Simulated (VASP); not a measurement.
# Valence-band splitting and top hole masses of InP (F-43m) under biaxial (111) strain, r2SCAN with spin-orbit coupling

Hole transport and optical polarisation in a strained InP layer depend on which valence band lies on top and how heavy it is along and across the layer. We examine how equal strain in the (111) plane splits the top valence levels at the zone centre, and how the mass of the top hole band differs between compression and tension. The levels are r2SCAN energies with spin-orbit coupling on LDA-relaxed cells, counted downward from the valence-band top of each cell. r2SCAN finds the unstrained LDA cell under compressive pressure, so the results describe a crystal somewhat smaller than its own equilibrium. The comparison is between strains; no measured splittings or masses are shown.

## Computational details

The start is a typed prototype cell. The crystal was relaxed with LDA. Equal strain is imposed in the (111) plane; the strain along the normal is adjusted until the normal stress vanishes, and the atoms are relaxed with LDA. VASP 6.6.1, plane waves with PAW, cutoff 450 eV, no spin polarisation. Band edges are single points at r2SCAN with spin-orbit coupling on these cells, k mesh 7×7×7, read on short lines of k points at the zone centre and through the valleys; energies are counted from the valence-band top at the zone centre. Each level is the mean of a Kramers pair; masses are fitted within 0.05 1/Å of the zone centre and are rough where two bands nearly touch. All levels use the PAW data sets made with LDA.

Notes on method and selection:

- Runs that did not converge, have known faults or may not be shown are not listed, and runs on Ansatz's PAW sets soft_1 and soft_2 are kept to separate tables.

Columns:

- strain (%): strain in the plane (tension positive).
- second level (eV): second valence level below the top at Γ.
- third level (eV): third valence level below the top at Γ.
- mass, normal (mₑ): mass of the top hole band along the normal.
- mass, plane (mₑ): mass of the top hole band in the plane.

Input lines of one member:

```
PREC = Accurate
ENCUT = 450
EDIFF = 1E-06
NELM = 100
ISMEAR = 0
SIGMA = 0.02
LREAL = .FALSE.
ALGO = Normal
METAGGA = R2SCAN
LASPH = .TRUE.
LNONCOLLINEAR = .TRUE.
NBANDS = 28
GGA_COMPAT = .FALSE.
LSORBIT = .TRUE.
KPAR = 2
```

Command (options for logging and memory left out): `mpirun -np 2 vasp_ncl`

## Computed values

| member | sign of the strain | strain (%) | second level (eV) | third level (eV) | mass, normal (mₑ) | mass, plane (mₑ) |
| --- | --- | --- | --- | --- | --- | --- |
| −2 % | compression | −2.0 | 0.05380 | 0.304 | 0.982 | 0.159 |
| −1.5 % | compression | −1.5 | ? | ? | ? | ? |
| −1 % | compression | −1.0 | 0.04450 | 0.172 | 0.968 | 0.160 |
| −0.5 % | compression | −0.5 | 0.03010 | 0.122 | 0.963 | 0.171 |
| 0 % | compression | 0.0 | 3.00×10⁻⁴ | 0.093 | 0.876 | 0.743 |
| 0 % | tension | 0.0 | 3.00×10⁻⁴ | 0.093 | 0.876 | 0.743 |
| +0.5 % | tension | 0.5 | 0.04240 | 0.123 | 0.073 | 0.539 |
| +1 % | tension | 1.0 | 0.08730 | 0.162 | 0.068 | 0.643 |
| +1.5 % | tension | 1.5 | 0.1308 | 0.203 | 0.070 | 0.729 |
| +2 % | tension | 2.0 | ? | ? | ? | ? |

Cells marked ? are withheld until the estimate has been made.

Least-squares fits to the members shown, with x = strain (%); R² and errors in the fitted variable (y, or ln y where the fit is in ln y):

| y | sign of the strain | members | fit | R² | rms residual | leave-one-out rms | the same for the mean of the others |
| --- | --- | --- | --- | --- | --- | --- | --- |
| third level (eV) | compression | 4 | y = 0.07820 − 0.1081 x | 0.98 | 0.012 | 0.036 | 0.11 |
| third level (eV) | tension | 4 | y = 0.08990 + 0.07380 x | 1.00 | 0.0029 | 0.0072 | 0.055 |
| second level (eV) | compression | 4 | y = 0.01036 − 0.02493 x | 0.83 | 0.0084 | 0.024 | 0.027 |
| second level (eV) | tension | 4 | y = −2.600×10⁻⁴ + 0.08728 x | 1.00 | 5.9×10⁻⁴ | 0.0012 | 0.065 |

## What drives the series

Either sign of strain lifts the near-degeneracy of the top two levels, but the second level responds differently. At 1 % tension it lies 0.0873 eV below the top, at 1 % compression only 0.0445 eV. In tension it descends almost linearly, by about 0.087 eV per percent. In compression it levels off, adding only 0.0538 − 0.0445 = 0.0093 eV between −1 % and −2 %, while the third level descends by 0.304 − 0.172 = 0.132 eV.

The cause is the competition between strain and spin-orbit coupling. Strain separates the p orbital along the normal from the two in the plane, and spin-orbit coupling mixes them. With $\Delta$ = 0.093 eV, the third level at zero strain, and a strain energy $q$ (positive in tension), the standard three-level model uses

$$R=\sqrt{\Delta^2+2\Delta q+9q^2}.$$

In tension the second level is $(3q-\Delta+R)/2$ and the third is $R$. In compression they are $(3|q|+\Delta\mp R)/2$, with the minus sign for the second. One value of $q$ per strain reproduces both levels of every strained row shown so far to within about 1 meV.

The top band changes character with the sign of strain. At 1 % its mass along the normal is 0.968 mₑ in compression and 0.068 mₑ in tension, a ratio of 0.968 / 0.068 = 14. In the plane the order is reversed: 0.160 mₑ in compression against 0.643 mₑ in tension. This fits a top state built from in-plane p orbitals in compression and mainly from the p orbital along the normal in tension, since a p band is light along its own lobes. The masses at zero strain belong to two nearly touching bands, split by a small residual strain, and are not a midpoint between the two regimes.

## A prediction

Plain estimates from the members shown:

- +2 % (tension), fit at x = 2.0: 0.237 eV (an extrapolation)
- −1.5 % (compression), fit at x = −1.5: 0.240 eV
- −1.5 % (compression), straight-line interpolation between −2 % and −1 %: w = (−1.5 − (−2.0)) / (−1.0 − (−2.0)) = 0.500, so 0.304 + 0.500 × (0.172 − 0.304) = 0.238 eV

The third level curves with strain, so a straight line is too high between −2 % and −1 % and too low beyond +1.5 %. We therefore interpolate or extrapolate $q$ per percent strain, which varies slowly, and return to the level through the model.

**+2 %.** The second level $d$ gives $q=d(d+\Delta)/(3d+2\Delta)$. Per percent strain, in eV, this is

- at +1 %: 0.0873 × (0.0873 + 0.093) / (3 × 0.0873 + 2 × 0.093) = 0.03514
- at +1.5 %: 0.1308 × (0.1308 + 0.093) / (3 × 0.1308 + 2 × 0.093) / 1.5 = 0.03374

Continuing this change gives 2 × 0.03374 − 0.03514 = 0.03234, so $q$ = 2 × 0.03234 = 0.0647 eV and

√(0.093² + 2 × 0.093 × 0.0647 + 9 × 0.0647²) = 0.242 eV.

As a trial, the same step is made from +0.5 % and +1 %. At +0.5 %, $q$ per percent is 0.0424 × (0.0424 + 0.093) / (3 × 0.0424 + 2 × 0.093) / 0.5 = 0.03666 eV, so at +1.5 % $q$ = 1.5 × (2 × 0.03514 − 0.03666) = 0.05043 eV. The model then gives √(0.093² + 2 × 0.093 × 0.05043 + 9 × 0.05043²) = 0.2023 eV, against 0.203 eV in the table.

**−1.5 %.** In compression the second and third levels add up to $3|q|+\Delta$. Per percent strain, $|q|$ is (0.0445 + 0.172 − 0.093) / 3 = 0.0412 eV at −1 % and (0.0538 + 0.304 − 0.093) / (3 × 2) = 0.0441 eV at −2 %. Their mean is (0.0412 + 0.0441) / 2 = 0.04265, so $|q|$ = 1.5 × 0.04265 = 0.0640 eV. With $q$ negative, $R$ = √(0.093² − 2 × 0.093 × 0.0640 + 9 × 0.0640²) = 0.1833 eV, hence

(3 × 0.0640 + 0.093 + 0.1833) / 2 = 0.234 eV.

As a trial, −1 % is interpolated between −2 % and −0.5 %. At −0.5 %, $|q|$ per percent is (0.0301 + 0.122 − 0.093) / (3 × 0.5) = 0.0394 eV, so at −1 % $|q|$ = 0.0394 + (0.0441 − 0.0394) / 3 = 0.04097 eV. Then $R$ = √(0.093² − 2 × 0.093 × 0.04097 + 9 × 0.04097²) = 0.1270 eV and the third level is (3 × 0.04097 + 0.093 + 0.1270) / 2 = 0.1715 eV, against 0.172 eV.

The two trials miss by 0.0007 and 0.0005 eV. With the rounding of the column, we take 0.001 eV as one standard deviation for both estimates.

**Committed estimate, +2 % (tension): third level = 0.242 ± 0.001 eV.**  
**Committed estimate, −1.5 % (compression): third level = 0.234 ± 0.001 eV.**

## Outcome

| member | sign of the strain | strain (%) | second level (eV) | third level (eV) | mass, normal (mₑ) | mass, plane (mₑ) |
| --- | --- | --- | --- | --- | --- | --- |
| −1.5 % | compression | −1.5 | 0.05070 | 0.234 | 0.968 | 0.159 |
| +2 % | tension | 2.0 | 0.1704 | 0.240 | 0.068 | 0.825 |

| member | estimate | third level (eV) | computed | estimate − computed | miss in error bars |
| --- | --- | --- | --- | --- | --- |
| +2 % (tension) | committed | 0.242 | 0.240 | +0.002 | 2.0 |
| +2 % (tension) | fit | 0.237 | 0.240 | −0.003 |  |
| −1.5 % (compression) | committed | 0.234 | 0.234 | 0.000 | 0.0 |
| −1.5 % (compression) | fit | 0.240 | 0.234 | +0.006 |  |
| −1.5 % (compression) | interpolation | 0.238 | 0.234 | +0.004 |  |

The estimate for −1.5 % agrees with the computed 0.234 eV to the printed digit, where the straight-line interpolation is 0.004 eV too high and the fit 0.006 eV. For +2 % we gave 0.242 eV against a computed 0.240 eV. That is outside our error bar, by two of them, though slightly nearer than the fit at 0.237 eV. The error bar was too narrow for an extrapolation, since it rested on a single trial for each sign of strain.

The three-level model held. The second level at +2 %, 0.1704 eV, corresponds to $q$ = 0.1704 × (0.1704 + 0.093) / (3 × 0.1704 + 2 × 0.093) = 0.0644 eV, close to the 0.0647 eV we had projected. With this value the model gives 0.241 eV, so part of the miss came from the projected $q$; the rest, about 0.001 eV, is the error of the model itself together with rounding.

The new masses support the same picture. In tension the in-plane mass of the top band rises from 0.539 mₑ at +0.5 % to 0.825 mₑ at +2 %, as expected if strain increasingly outweighs spin-orbit mixing and leaves a purer p orbital along the normal.

## Outliers

Least-squares fits to the whole series, with x = strain (%); R² and errors in the fitted variable (y, or ln y where the fit is in ln y):

| y | sign of the strain | members | fit | R² | rms residual | leave-one-out rms | the same for the mean of the others |
| --- | --- | --- | --- | --- | --- | --- | --- |
| third level (eV) | compression | 5 | y = 0.07820 − 0.1068 x | 0.98 | 0.011 | 0.024 | 0.095 |
| third level (eV) | tension | 5 | y = 0.08940 + 0.07480 x | 1.00 | 0.0027 | 0.0051 | 0.066 |
| second level (eV) | compression | 5 | y = 0.01036 − 0.02552 x | 0.85 | 0.0076 | 0.016 | 0.024 |
| second level (eV) | tension | 5 | y = 5.200×10⁻⁴ + 0.08572 x | 1.00 | 0.0012 | 0.0022 | 0.076 |

Largest departures from the fit to the whole series:

| member | sign of the strain | third level (eV) | fit | computed − fit | in rms residuals |
| --- | --- | --- | --- | --- | --- |
| +0.5 % | tension | 0.123 | 0.127 | −0.004 | 1.4 |
| 0 % | tension | 0.093 | 0.089 | +0.004 | 1.4 |
| 0 % | compression | 0.093 | 0.078 | +0.015 | 1.3 |
| −1 % | compression | 0.172 | 0.185 | −0.013 | 1.1 |

None of the members stands out; the largest departures, at 1.4 rms residuals or less, show that a straight line has the wrong shape. In compression the unstrained cell lies 0.015 eV above the line and −1 % lies 0.013 eV below it, because the third level descends slowly while spin-orbit coupling dominates and faster once strain does: by 0.122 − 0.093 = 0.029 eV over the first half percent and by 0.304 − 0.234 = 0.070 eV over the last. The same bend, with departures of only 0.004 eV, appears in tension at 0 % and +0.5 %.

## Closing remarks

Between −2 % and +2 %, compression puts a band on top that is heavy along the normal and light in the plane, and tension reverses this. With $q$ interpolated between neighbouring strains, the three-level model gives the third level to about 0.001 eV; a step of half a percent beyond the rows used is better given 0.002 eV.

For hole populations the second level matters. Taking the thermal energy at room temperature as roughly 0.026 eV, it lies 0.1704 / 0.026 = 6.6 thermal energies below the top at +2 %, but only 0.0538 / 0.026 = 2.1 at −2 %. Holes in the compressed layer therefore still occupy the second band noticeably, and the top-band mass alone does not describe their transport.

r2SCAN usually makes the gap of such semiconductors too small, which tends to lower the light masses, perhaps by ten per cent or more. That exceeds their whole range in tension, 0.068 to 0.073 mₑ, but not the contrast between light and heavy directions.

[Logs are printed without paths, hosts, clocks, repeated set-up lines and the standing remarks that a program may print on its own settings, such as how far it seeks lower states.]
